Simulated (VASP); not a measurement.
## Cd2TeO: single point with HSE06

The system is Cd2TeO.

```
O Cd Te
1.0
     3.98155    0.00000    0.00000
     0.00000    3.98155    0.00000
     0.00000    0.00000    5.39910
O Cd Te
1 2 1
Cartesian
  0.0000 0.0000 0.0000
  0.0000 0.0000 2.6996
  1.9908 1.9908 0.0000
  1.9908 1.9908 2.6996
```

The cell was built by a generator and needn't be a form met in nature.

```
Program                            : VASP 6.6.1
Task                               : single point
Functional                         : HSE06
Potentials or basis                : VASP PAW PBE potentials, release 64 (O, Cd, Te)
Cutoff                             : 520 eV
k mesh                             : 4 × 4 × 2
Occupations                        : fermi-dirac, width 0.02 eV
Spin                               : no spin polarisation
Dipole correction                  : no
Exchange at q = 0                  : truncated
Grid for exact exchange (PRECFOCK) : Normal
Screening parameter                : 0.2079 1/A
Further INCAR settings             : ALGO = Normal; EDIFF = 1e-06; NBANDS = 26
```

```
Pressure               : -0.1 GPa
Band gap on the k mesh : none (metal or under the smearing width)
```

Stress tensor (GPa, compression positive):
```
-0.38  0.00  0.00
 0.00 -0.38  0.00
 0.00  0.00  0.36
```

Levels at points of the mesh, in eV from the Fermi level:
```
           k point  band 15  band 16  band 17  band 18  band 19  band 20  band 21  band 22
(0.00, 0.00, 0.00)    -2.56    -1.18    -0.96    -0.96    -0.20     1.28     5.68     8.93
(0.50, 0.00, 0.00)    -2.91    -2.15    -0.98    -0.17     2.96     4.74     5.19     5.58
(0.50, 0.50, 0.00)    -3.16    -1.97    -1.85    -1.85    -0.76     1.66     6.55     6.55
(0.00, 0.00, 0.50)    -1.95    -1.95    -1.42    -1.42     2.37     4.85     5.88     6.57
(0.50, 0.00, 0.50)    -0.90    -0.73    -0.37     0.17     2.12     4.27     5.47     6.42
(0.50, 0.50, 0.50)    -3.60    -3.09    -2.41    -2.41     1.73     5.39     5.39     6.64
```

It took 16 min on 1 thread of AMD EPYC 9R45 (Zen 5), on a shared host, peak memory 0.29 GiB.

Caveat: the k mesh is coarse (spacing up to 0.58 Å⁻¹), so the values aren't converged, least of all with exact exchange; the PAW data sets were made with another functional, which shifts forces and pressure a little. The run has no spin-orbit coupling, so splittings on Te are missing.
